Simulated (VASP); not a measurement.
# A VASP study of MgO (PBE + D3(BJ)): structure first, properties next, part 2 of 6

Aim: relax MgO with PBE + D3(BJ), compute its properties on that cell and hold them against experiment. The start is a cell from a database of measured crystal structures.

VASP 6.6.1, plane waves and PAW; the level of theory is named at each step.

So far. Step 2 (Full relaxation (PBE + D3(BJ))): It ends with forces that vanish by symmetry and a pressure of 0.00 GPa. The volume lies -0.8 % from that of the database's start, which holds the thermal and zero-point expansion of its experiment. The relaxed cell has a = 4.201 Å (conventional setting).

### Step 3. Density, ELF and potential (PBE + D3(BJ))

Level of this step: PBE with D3(BJ); plane waves and PAW (Mg, O) (VASP).

A single point on the relaxed cell gives a clean self-consistent state, with density, ELF and potential written out.

Input file INCAR:

```
SYSTEM = MgO
PREC = Accurate
ENCUT = 520
EDIFF = 1E-06
NELM = 100
ISMEAR = 0
SIGMA = 0.05
LREAL = .FALSE.
ALGO = Normal
GGA = PE
IVDW = 12
NBANDS = 10
LORBIT = 11
LWAVE = .FALSE.
LCHARG = .TRUE.
ISIF = 2
LELF = .TRUE.
LVHAR = .TRUE.
```

Input file POSCAR:

```
MgO
1.0
    0.0000000000      2.1006853663      2.1006853663
    2.1006853663      0.0000000000      2.1006853663
    2.1006853663      2.1006853663      0.0000000000
Mg O
1 1
Direct
    0.0000000000      0.0000000000      0.0000000000
    0.5000000000      0.5000000000      0.5000000000
```

Input file KPOINTS:

```
Automatic mesh
0
Gamma
9 9 9
0 0 0
```

Potentials, in the order of the species: Mg and O (PBE family, release 64).

Run with:

```
mpirun -np 2 vasp_std
```

The log of the run:

```text
[banner, memory and clock lines left out]
running    2 mpi-ranks, on    1 nodes
 distrk:  each k-point on    2 cores,    1 groups
 distr:  one band on    1 cores,    2 groups

 POSCAR found type information on POSCAR MgO
 POSCAR found :  2 types and       2 ions
 LDA part: xc-table for (Slater+PW92), standard interpolation
 POSCAR, INCAR and KPOINTS ok, starting setup
 FFT: planning ... GRIDC
 FFT: planning ... GRID_SOFT
 FFT: planning ... GRID
 WAVECAR not read
 entering main loop
       N       E                     dE             d eps       ncg     rms          rms(c)
DAV:   1     0.110400319103E+02    0.11040E+02   -0.46705E+03   812   0.715E+02
DAV:   2    -0.130259368134E+02   -0.24066E+02   -0.23592E+02   848   0.134E+02
DAV:   3    -0.134621657858E+02   -0.43623E+00   -0.43603E+00   818   0.159E+01
DAV:   4    -0.134631380050E+02   -0.97222E-03   -0.97221E-03   784   0.841E-01
DAV:   5    -0.134631410836E+02   -0.30786E-05   -0.30786E-05   788   0.468E-02    0.723E+00
DAV:   6    -0.119189814512E+02    0.15442E+01   -0.90080E+00   712   0.179E+01    0.222E+00
DAV:   7    -0.119066866652E+02    0.12295E-01   -0.46817E-02   742   0.215E+00    0.133E+00
DAV:   8    -0.119015018603E+02    0.51848E-02   -0.25730E-02   708   0.198E+00    0.202E-01
DAV:   9    -0.119012744319E+02    0.22743E-03   -0.33955E-04   792   0.141E-01    0.122E-01
DAV:  10    -0.119013022309E+02   -0.27799E-04   -0.39439E-04   750   0.161E-01    0.780E-03
DAV:  11    -0.119013036401E+02   -0.14091E-05   -0.15962E-06   774   0.116E-02    0.512E-03
DAV:  12    -0.119013035393E+02    0.10082E-06   -0.63764E-07   392   0.684E-03
   1 F= -.12492141E+02 E0= -.12492141E+02  d E =-.150160E-12
```

Run time: 9.2 s. Hardware: 2 MPI ranks of AMD EPYC 7R43, shared host; peak memory 0.18 GiB.

OUTCAR, selected parts (step 3):

```text
  LATTYP: Found a face centered cubic cell.
 ALAT       =     4.2013707326

The static configuration has the point symmetry O_h .

 Found     35 irreducible k-points:

   ENCUT  =  520.0 eV  38.22 Ry    6.18 a.u.   5.52  5.52  5.52*2*pi/ulx,y,z

   NELECT =       8.0000    total number of electrons

 E-fermi :   3.4707

 k-point     1 :       0.0000    0.0000    0.0000
  band No.  band energies     occupation
      1     -14.0583      2.00000
      2       3.2445      2.00000
      3       3.2445      2.00000
      4       3.2445      2.00000
      5       8.0454      0.00000
      6      19.0875      0.00000
      7      19.0875      0.00000
      8      19.0875      0.00000
      9      23.0243      0.00000
    ...

 k-point     2 :       0.1111    0.0000    0.0000
  band No.  band energies     occupation
      1     -13.9265      2.00000
      2       2.4602      2.00000
      3       3.1608      2.00000
      4       3.1608      2.00000
      5       8.7972      0.00000
      6      17.6428      0.00000
      7      19.3822      0.00000
      8      19.3822      0.00000
      9      23.9819      0.00000
    ...

 Edisp (eV)   -0.59084

  Total      -0.00044    -0.00044    -0.00044    -0.00000    -0.00000    -0.00000
  in kB      -0.03833    -0.03833    -0.03833    -0.00000    -0.00000    -0.00000
  external pressure =       -0.04 kB  Pullay stress =        0.00 kB

  energy-cutoff  :      520.00
  volume of cell :       18.54
      direct lattice vectors                 reciprocal lattice vectors
     0.000000000  2.100685366  2.100685366    -0.238017558  0.238017558  0.238017558
     2.100685366  0.000000000  2.100685366     0.238017558 -0.238017558  0.238017558
     2.100685366  2.100685366  0.000000000     0.238017558  0.238017558 -0.238017558

 POSITION                                       TOTAL-FORCE (eV/Angst)
 -----------------------------------------------------------------------------------
      0.00000      0.00000      0.00000         0.000000      0.000000      0.000000
      2.10069      2.10069      2.10069         0.000000      0.000000      0.000000
 -----------------------------------------------------------------------------------
    total drift:                               -0.000000     -0.000000      0.000000

  FREE ENERGIE OF THE ION-ELECTRON SYSTEM (eV)
  ---------------------------------------------------
  free  energy   TOTEN  =       -12.4921413566 eV

  energy  without entropy=      -12.4921413566  energy(sigma->0) =      -12.49214136

 total charge
# of ion       s       p       d       tot
------------------------------------------
    1        0.150   0.181   0.081   0.412
    2        1.542   3.565   0.000   5.108
--------------------------------------------------
tot          1.692   3.747   0.081   5.519

[... 4 parts as in an earlier step ...]

[... 6 further parts left out ...]
```

Numbers from this step:

```yaml
scf_cycles: 12
pressure: -0.003833 GPa
```

Valence electrons inside each PAW sphere by angular momentum. Sphere charges, by row:

| atom | s (e) | p (e) | d (e) | tot (e) |
| --- | --- | --- | --- | --- |
| Mg1 | 0.15 | 0.181 | 0.081 | 0.412 |
| O2 | 1.542 | 3.565 | 0 | 5.108 |

ELF in the ac plane of the conventional cell at fractional y = 0.000, with atoms of Mg and O within 0.2 Å of it. It is the smooth field of the valence electrons, not physical close to the nuclei.

Ten even steps from '0' (0.00) to '9' (0.81), each cell a mean:
```
00169987998400
00137999985200
43114799862124
87421366521258
99741112102689
89973000015899
58984000026997
79984000016998
99852000013799
98621244311479
65212588742136
21026899974111
00158998997300
00269975898400
```
Columns run along a (4.2 Å), rows up along c (4.2 Å), edges of the conventional cell, whose origin can differ from the input's. Atoms in or near the plane, at fractional coordinates: Mg at (0.00, 0.00), Mg at (0.50, 0.50), O at (0.50, 0.00), O at (0.00, 0.50).

Valence density in the ac plane of the conventional cell at fractional y = 0.000, with atoms of Mg and O within 0.2 Å of it. It is the smooth field of the valence electrons, not physical close to the nuclei.

Values in e/Å³, 14 rows by 14 columns, each cell a mean:
```
0.0 0.0 0.1 0.2 0.7 2.2 5.3 6.3 3.8 1.3 0.4 0.1 0.1 0.0
0.1 0.1 0.1 0.2 0.4 1.0 2.2 2.7 1.6 0.7 0.3 0.1 0.1 0.1
0.2 0.1 0.1 0.1 0.2 0.4 0.7 0.8 0.6 0.3 0.2 0.1 0.1 0.1
0.5 0.3 0.2 0.1 0.1 0.2 0.2 0.3 0.2 0.1 0.1 0.2 0.3 0.4
1.5 1.0 0.5 0.2 0.1 0.1 0.1 0.1 0.1 0.1 0.1 0.3 0.7 1.3
4.6 2.7 1.0 0.3 0.1 0.1 0.0 0.0 0.0 0.1 0.2 0.6 1.6 3.8
7.5 4.6 1.5 0.5 0.2 0.1 0.0 0.0 0.0 0.1 0.3 0.8 2.7 6.3
6.3 3.8 1.3 0.4 0.1 0.1 0.0 0.0 0.0 0.1 0.2 0.7 2.2 5.3
2.7 1.6 0.7 0.3 0.1 0.1 0.1 0.1 0.1 0.1 0.2 0.4 1.0 2.2
0.8 0.6 0.3 0.2 0.1 0.1 0.1 0.2 0.1 0.1 0.1 0.2 0.4 0.7
0.3 0.2 0.1 0.1 0.2 0.3 0.4 0.5 0.3 0.2 0.1 0.1 0.2 0.2
0.1 0.1 0.1 0.1 0.3 0.7 1.3 1.5 1.0 0.5 0.2 0.1 0.1 0.1
0.0 0.0 0.1 0.2 0.6 1.6 3.8 4.6 2.7 1.0 0.3 0.1 0.1 0.0
0.0 0.0 0.1 0.3 0.8 2.7 6.3 7.5 4.6 1.5 0.5 0.2 0.1 0.0
```
Columns run along a (4.2 Å), rows up along c (4.2 Å), edges of the conventional cell, whose origin can differ from the input's. Atoms in or near the plane, at fractional coordinates: Mg at (0.00, 0.00), Mg at (0.50, 0.50), O at (0.50, 0.00), O at (0.00, 0.50).

Electrostatic potential energy in the ac plane of the conventional cell at fractional y = 0.000, with atoms of Mg and O within 0.2 Å of it. With pseudopotentials it is smooth inside the atoms' cores, unlike the true potential.

Ten even steps from '_' (-49 eV) to '@' (2 eV), each cell a mean:
```
++++##%%@@++____::%%@@%%**++
****%%@@@@@@++==##@@@@%%##**
##%%@@@@@@@@@@@@@@@@@@@@%%%%
@@@@@@@@@@@@%%%%@@@@@@@@@@@@
##@@@@@@@@%%##**##%%@@@@@@%%
..==@@@@%%**++++**##@@@@##::
__..##@@##**++==++**%%@@==__
__::%%@@%%**++++++##%%@@++__
==##@@@@%%##******%%@@@@@@++
@@@@@@@@@@%%%%##%%@@@@@@@@@@
%%@@@@@@@@@@@@@@@@@@@@@@@@%%
**##%%@@@@@@%%##@@@@@@@@%%##
++**##@@@@##::..==@@@@%%**++
==++**%%@@==____..##@@##**++
```
Columns run along a (4.2 Å; values clipped at the 3rd and 97th percentile), rows up along c (4.2 Å), edges of the conventional cell, whose origin can differ from the input's. Atoms in or near the plane, at fractional coordinates: Mg at (0.00, 0.00), Mg at (0.50, 0.50), O at (0.50, 0.00), O at (0.00, 0.50).

In this run the pressure is 0.00 GPa, small enough to go on.

### Step 4. Bands along the symmetry lines (PBE + D3(BJ))

Levels along the symmetry lines show where the bands peak and cross; KPOINTS_OPT computes them in the converged potential.

Input file INCAR:

```
SYSTEM = MgO
PREC = Accurate
ENCUT = 520
EDIFF = 1E-06
NELM = 100
ISMEAR = 0
SIGMA = 0.05
LREAL = .FALSE.
ALGO = Normal
GGA = PE
IVDW = 12
NBANDS = 16
LORBIT = 11
LWAVE = .FALSE.
LCHARG = .FALSE.
KPAR = 2
```

POSCAR is that of step 3.

KPOINTS is that of step 3.

Input file KPOINTS_OPT:

```
Line mode
16
Line-mode
Reciprocal
  0.00000000   0.00000000   0.00000000 GAMMA
  0.50000000   0.00000000   0.50000000 X

  0.50000000   0.00000000   0.50000000 X
  0.50000000   0.25000000   0.75000000 W

  0.50000000   0.25000000   0.75000000 W
  0.37500000   0.37500000   0.75000000 K

  0.37500000   0.37500000   0.75000000 K
  0.00000000   0.00000000   0.00000000 GAMMA

  0.00000000   0.00000000   0.00000000 GAMMA
  0.50000000   0.50000000   0.50000000 L

  0.50000000   0.50000000   0.50000000 L
  0.62500000   0.25000000   0.62500000 U

  0.62500000   0.25000000   0.62500000 U
  0.50000000   0.25000000   0.75000000 W

  0.50000000   0.25000000   0.75000000 W
  0.50000000   0.50000000   0.50000000 L

  0.50000000   0.50000000   0.50000000 L
  0.37500000   0.37500000   0.75000000 K

  0.62500000   0.25000000   0.62500000 U
  0.50000000   0.00000000   0.50000000 X
```

Run with:

```
mpirun -np 2 vasp_std
```

The log of the run:

```text
[... set-up lines as in an earlier step ...]
 entering main loop
       N       E                     dE             d eps       ncg     rms          rms(c)
DAV:   1     0.183900930375E+02    0.18390E+02   -0.40929E+03  1192   0.441E+02
DAV:   2    -0.128092710669E+02   -0.31199E+02   -0.30327E+02  1488   0.121E+02
DAV:   3    -0.134618753289E+02   -0.65260E+00   -0.65235E+00  1320   0.138E+01
DAV:   4    -0.134631376739E+02   -0.12623E-02   -0.12623E-02  1480   0.699E-01
DAV:   5    -0.134631410854E+02   -0.34114E-05   -0.34114E-05  1344   0.337E-02    0.723E+00
DAV:   6    -0.119154377252E+02    0.15477E+01   -0.73959E+00  1248   0.112E+01    0.215E+00
DAV:   7    -0.119074784096E+02    0.79593E-02   -0.64508E-02  1264   0.159E+00    0.137E+00
DAV:   8    -0.119021686273E+02    0.53098E-02   -0.31755E-02  1192   0.138E+00    0.325E-01
DAV:   9    -0.119013616012E+02    0.80703E-03   -0.12630E-03  1400   0.187E-01    0.146E-01
DAV:  10    -0.119013008127E+02    0.60788E-04   -0.40680E-04  1248   0.120E-01    0.839E-03
DAV:  11    -0.119013037273E+02   -0.29146E-05   -0.41922E-06  1408   0.121E-02    0.509E-03
DAV:  12    -0.119013035791E+02    0.14819E-06   -0.18282E-07   752   0.226E-03
   1 F= -.12492141E+02 E0= -.12492141E+02  d E =-.224943E-21
 Start KPOINTS_OPT (optional k-point list driver)
k-point batch [1-35\160]
       N       E                     dE             ncg
DAV:   1     0.412910865116E+03   -0.10508E+05     1224
DAV:   2    -0.596821157129E+03   -0.10097E+04     1464
DAV:   3    -0.617934616899E+03   -0.21113E+02     1440
DAV:   4    -0.617983843082E+03   -0.49226E-01     1472
DAV:   5    -0.617984003394E+03   -0.16031E-03     1408
DAV:   6    -0.617984004018E+03   -0.62477E-06     1344
[...]
k-point batch [141-160\160]
       N       E                     dE             ncg
DAV:   1     0.535642610618E+04   -0.76572E+04      704
DAV:   2     0.478759921003E+04   -0.56883E+03      872
DAV:   3     0.477722109557E+04   -0.10378E+02      840
DAV:   4     0.477719664566E+04   -0.24450E-01      832
DAV:   5     0.477719656693E+04   -0.78735E-04      816
DAV:   6     0.477719656665E+04   -0.27294E-06      784
```

The job ended after 32 s (2 MPI ranks; peak memory 0.23 GiB; 56 s of CPU time).

From OUTCAR (step 4):

```text
The static configuration has the point symmetry O_h .

 Found     35 irreducible k-points:

   k-points           NKPTS =     35   k-points in BZ     NKDIM =     35   number of bands    NBANDS=     16

   NELECT =       8.0000    total number of electrons

 E-fermi :   3.5639

 k-point     1 :       0.0000    0.0000    0.0000
  band No.  band energies     occupation
      1     -14.0583      2.00000
      2       3.2446      2.00000
      3       3.2446      2.00000
      4       3.2446      2.00000
      5       8.0454      0.00000
      6      19.0875      0.00000
      7      19.0875      0.00000
      8      19.0875      0.00000
      9      23.0242      0.00000
    ...

 k-point     2 :       0.1111    0.0000    0.0000
  band No.  band energies     occupation
      1     -13.9265      2.00000
      2       2.4603      2.00000
      3       3.1609      2.00000
      4       3.1609      2.00000
      5       8.7972      0.00000
      6      17.6427      0.00000
      7      19.3822      0.00000
      8      19.3822      0.00000
      9      23.9818      0.00000
    ...

 Edisp (eV)   -0.59084

  Total      -0.00208    -0.00208    -0.00208     0.00000    -0.00000    -0.00000
  in kB      -0.17983    -0.17983    -0.17983     0.00000    -0.00000    -0.00000
  external pressure =       -0.18 kB  Pullay stress =        0.00 kB

 POSITION                                       TOTAL-FORCE (eV/Angst)
 -----------------------------------------------------------------------------------
      0.00000      0.00000      0.00000         0.000000     -0.000000      0.000000
      2.10069      2.10069      2.10069        -0.000000      0.000000     -0.000000
 -----------------------------------------------------------------------------------
    total drift:                               -0.000000     -0.000000      0.000000

  FREE ENERGIE OF THE ION-ELECTRON SYSTEM (eV)
  ---------------------------------------------------
  free  energy   TOTEN  =       -12.4921413964 eV

  energy  without entropy=      -12.4921413964  energy(sigma->0) =      -12.49214140

[... 8 parts as in an earlier step ...]

[... 5 further parts left out ...]
```

This step gave:

```
bands                             : 16
Fermi energy                      : 3.564 eV
pressure                          : -0.01798 GPa
least gap on mesh and path        : 4.801 eV
least direct gap on mesh and path : 4.801 eV
```

The electronic bands at the labelled points (eV, zero at the valence-band top; v1 is the highest filled band, c1 the lowest empty one):

| point | v3 | v2 | v1 | c1 | c2 |
| --- | --- | --- | --- | --- | --- |
| Γ | 0.00 | 0.00 | 0.00 | 4.80 | 15.84 |
| 0.53 of the way | -2.83 | -0.81 | -0.81 | 8.42 | 10.92 |
| X | -4.12 | -1.36 | -1.36 | 9.13 | 10.05 |
| 0.47 of the way | -3.85 | -1.85 | -1.55 | 9.92 | 10.84 |
| W | -2.98 | -2.98 | -1.78 | 11.70 | 11.70 |
| 0.47 of the way | -3.36 | -2.72 | -1.50 | 10.78 | 12.03 |
| K | -3.52 | -2.73 | -1.15 | 10.13 | 11.86 |
| 0.47 of the way | -3.12 | -1.35 | -0.45 | 8.52 | 11.95 |
| Γ | 0.00 | 0.00 | 0.00 | 4.80 | 15.84 |
| 0.53 of the way | -2.89 | -0.38 | -0.38 | 7.31 | 12.53 |
| L | -4.65 | -0.66 | -0.66 | 7.95 | 12.69 |
| 0.53 of the way | -4.12 | -1.86 | -0.88 | 9.46 | 12.34 |
| U | -3.52 | -2.73 | -1.15 | 10.13 | 11.86 |
| 0.53 of the way | -3.36 | -2.72 | -1.50 | 10.78 | 12.03 |
| W | -2.98 | -2.98 | -1.78 | 11.70 | 11.70 |
| 0.47 of the way | -3.95 | -2.07 | -1.05 | 9.91 | 12.22 |
| L | -4.65 | -0.66 | -0.66 | 7.95 | 12.69 |
| 0.47 of the way | -4.24 | -1.64 | -0.83 | 9.18 | 12.41 |
| K | -3.52 | -2.73 | -1.15 | 10.13 | 11.86 |
| jump to U | -3.52 | -2.73 | -1.15 | 10.13 | 11.86 |
| 0.47 of the way | -3.94 | -1.87 | -1.30 | 9.57 | 10.64 |
| X | -4.12 | -1.36 | -1.36 | 9.13 | 10.05 |

Of the projections kept (Mg, O), the largest for each band there; the rest of the weight can lie on other orbitals:

| point | v3 | v2 | v1 | c1 | c2 |
| --- | --- | --- | --- | --- | --- |
| Γ | O 0.98 | O 0.98 | O 0.98 | O 0.52 | Mg 1.00 |
| X | O 0.84 | O 0.93 | O 0.93 | Mg 1.00 | Mg 0.90 |
| W | O 0.87 | O 0.87 | O 0.89 | O 0.68 | O 0.68 |
| K | O 0.86 | O 0.86 | O 0.94 | Mg 0.68 | Mg 0.67 |
| Γ | O 0.98 | O 0.98 | O 0.98 | O 0.52 | Mg 1.00 |
| L | O 0.79 | O 0.96 | O 0.96 | Mg 0.62 | O 0.72 |

The electronic bands as a text plot (rows in eV, shown from -4.7 to 9.7 only):

```
    9.4 |      ++++         +               +        +     +   ++
    8.8 |     +                                       +   +
    8.2 |    +               +           +++           +++
    7.6 |                     +        ++
    7.0 |   +                  +      +
    6.4 |  +                         +
    5.8 | +                     +   +
    5.2 |                          +
    4.6 |+                       ++
    4.0 |
    3.4 |
    2.8 |
    2.2 |
    1.6 |
    1.0 |
    0.4 |
   -0.2 |***                 **********
   -0.8 | * ***           *** ***      *******       ********
   -1.4 |  *   *****   ***   *      *       * ***  ** *   *  ****
   -2.0 |   *      ****     *  *     *           **  *     *   *
   -2.6 |    *      ** **  *  *              ***** **       ***
   -3.2 |     *      *** **  *        *         ****
   -3.8 |      **  **   *  **          *     ***    *       ****
   -4.4 |        **                     *****        *******    *
         Γ       X    W  K        Γ      L     U  W     L   K|U X
```

The path finds the gap of the mesh within 0.02 eV, so the mesh comes close to both band edges.

(Continued in part 3 of 6.)

[Lines on the potential files, build, host, timing and source positions are cut from VASP's logs without a mark.]

[Logs are printed without paths, hosts, clocks, repeated set-up lines and the standing remarks that a program may print on its own settings, such as how far it seeks lower states.]

[Hosts, paths, dates, database ids (printed as entryN), source tags and the programs' standing remarks are cut or masked in the printed files.]

[A measured line is paired with the nearest computed mode of its activity, which favours agreement.]
